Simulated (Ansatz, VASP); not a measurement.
# Be2ZnO3: VASP beside Ansatz

INCAR

```
PREC = Accurate
ENCUT = 520
EDIFF = 1E-6
ISMEAR = 0
SIGMA = 0.1
LREAL = F
LASPH = T
NELM = 80
ALGO = Normal
ISIF = 2
LWAVE = F
LCHARG = F
GGA = PE
NBANDS = 26
```

The input KPOINTS:

```
Automatic mesh
0
Gamma
  6 6 6
```

File POSCAR:

```
Be2ZnO3
1.0
    4.3242256900      0.0000000000      0.0000000000
   -2.1621128400      3.7448893000      0.0000000000
    0.0000000000      0.0000000000      3.3672053300
Be Zn O
2 1 3
Direct
    0.3333333300      0.6666666700      0.5000000000
    0.6666666700      0.3333333300      0.5000000000
    0.0000000000      0.0000000000      0.5000000000
    0.5239283400      0.0000000000      0.5000000000
    0.0000000000      0.5239283400      0.5000000000
    0.4760716600      0.4760716600      0.5000000000
```

Input for Ansatz:

```yaml
crystal:
  lattice:
    - [4.32422569, 0.0, 0.0]
    - [-2.16211284, 3.7448893, 0.0]
    - [0.0, 0.0, 3.36720533]
  atoms:
    - { symbol: Be, position: [0.33333333, 0.66666667, 0.5] }
    - { symbol: Be, position: [0.66666667, 0.33333333, 0.5] }
    - { symbol: Zn, position: [0.0, 0.0, 0.5] }
    - { symbol: O, position: [0.52392834, 0.0, 0.5] }
    - { symbol: O, position: [0.0, 0.52392834, 0.5] }
    - { symbol: O, position: [0.47607166, 0.47607166, 0.5] }
basis:
  ecutwfc: 420
kpoints:
  mp_grid: { grid: [6, 6, 6] }
hamiltonian:
  xc: pbe
scf:
  occupations: { method: gaussian, width: 0.1 }
  lower_state_search: "off"
output:
  forces: true
  stress: true
  eigenvalues: true
```

Alike in both runs: task single point; functional PBE; k mesh 6 × 6 × 6; occupations gaussian, width 0.1 eV; no spin polarisation.

|  | VASP | Ansatz |
| --- | --- | --- |
| version | VASP 6.6.1 | Ansatz 0.2.0 |
| potentials or method | VASP PAW PBE potentials, release 64 (Be, Zn, O) | scalar-relativistic, plane waves, PAW |
| plane-wave cutoff (eV) | 520 | 420 |
| valence electrons in the cell | 34 | 34 |

```tsv
	VASP	Ansatz	Ansatz less VASP
gap on the k mesh at the Fermi level (eV)	0.97	0.97	+0.006
least direct gap on the mesh (eV)	1.71	1.73	+0.015
rms of the force components (eV/Å)	1.487	1.514	+0.0271
```

Atom by atom the forces differ by 0.027 eV/Å (rms over components). The functional is the same, so the differences come from potentials, cutoffs and numerics.

Caveats: forces of over 1 eV/Å show positions far from the minimum, so gaps and moduli don't describe the material at rest. A k mesh can miss the band edges.
